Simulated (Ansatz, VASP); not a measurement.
**BaSb3F in VASP and in Ansatz**

Contents of INCAR:

```
SYSTEM = BaSb3F
ALGO = Normal
EDIFF = 1E-6
ENCUT = 520
GGA = PE
ISIF = 2
ISMEAR = 0
LASPH = .True.
LCHARG = .False.
LREAL = .False.
LWAVE = .False.
NBANDS = 24
NELM = 100
PREC = Accurate
SIGMA = 0.1
```

The input KPOINTS:

```
k-points
0
Gamma
  3 3 3
  0 0 0
```

The input POSCAR:

```
BaSb3F
1.0
    3.5968623200      2.0766494300      2.9493995700
   -3.5968623200      2.0766494300      2.9493995700
    0.0000000000     -4.1532988600      2.9493995700
Ba Sb F
1 3 1
Direct
    0.0088520000      0.0088520000      0.0088520000
    0.5167999900      0.5167999900      0.0173090000
    0.5167999900      0.0173090000      0.5167999900
    0.0173090000      0.5167999900      0.5167999900
    0.5182390200      0.5182390200      0.5182390200
```

Input for Ansatz:

```yaml
crystal:
  lattice:
    - [3.59686232, 2.07664943, 2.94939957]
    - [-3.59686232, 2.07664943, 2.94939957]
    - [0.0, -4.15329886, 2.94939957]
  atoms:
    - { symbol: Ba, position: [0.008852, 0.008852, 0.008852] }
    - { symbol: Sb, position: [0.51679999, 0.51679999, 0.017309] }
    - { symbol: Sb, position: [0.51679999, 0.017309, 0.51679999] }
    - { symbol: Sb, position: [0.017309, 0.51679999, 0.51679999] }
    - { symbol: F, position: [0.51823902, 0.51823902, 0.51823902] }
basis:
  ecutwfc: 420
kpoints:
  mp_grid: { grid: [3, 3, 3] }
hamiltonian:
  xc: pbe
scf:
  occupations: { method: gaussian, width: 0.1 }
  lower_state_search: "off"
output:
  forces: true
  stress: true
  eigenvalues: true
```

Change from the starting cell: species swapped into the CsHgCl3 type (R3m, No. 160).

Alike in both runs: task single point; functional PBE; k mesh 3 × 3 × 3; occupations gaussian, width 0.1 eV; no spin polarisation.

|  | VASP | Ansatz |
| --- | --- | --- |
| version | VASP 6.6.1 | Ansatz 0.2.0 |
| potentials or method | VASP PAW PBE potentials, release 64 (Ba_sv, Sb, F) | scalar-relativistic, plane waves, PAW |
| plane-wave cutoff (eV) | 520 | 420 |
| valence electrons in the cell | 32 | 62 |

VASP gave:

```
gap on the k mesh at the Fermi level (eV)       : none
pressure (GPa)                                  : 1.6
largest component of the traceless stress (GPa) : 0.08
rms of the force components (eV/Å)              : 0.090
```

Which values does Ansatz return?

gap on the k mesh at the Fermi level (eV): none; pressure (GPa): 1.4; largest component of the traceless stress (GPa): 0.11; rms of the force components (eV/Å): 0.089.

Atom by atom the forces differ by 0.001 eV/Å (rms over components). A gap of «none» marks a metal or a gap that the smearing closes. The two sets of potentials don't hold the same shells in valence.

Caveats: the k mesh is coarse (spacing up to 0.41 Å⁻¹), so the values aren't converged. The runs have no spin-orbit coupling, so splittings on Ba, Sb are missing.
